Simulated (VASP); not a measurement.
Data:

```
ZnS
1.0
    0.00000     2.69236     2.69236
    2.69236     0.00000     2.69236
    2.69236     2.69236     0.00000
Zn S
1 1
Direct
  0.00000   0.00000   0.00000
  0.25000   0.25000   0.25000
```

All values below come from PBE GGA with D3 dispersion (zero damping), VASP's PBE PAW potentials (set 64) (plane waves; VASP). Numerical set-up: 520 eV cut-off, Gaussian smearing of 0.050 eV, potentials Zn S.

Question: Estimate the band gap (along the path) with the smallest direct gap where there is one.

Answer: 
```yaml
band gap (along the path): 2.16 eV
smallest direct gap (along the path): 2.16 eV
```

The compound is ZnS in the zinc blende structure. It was relaxed first.
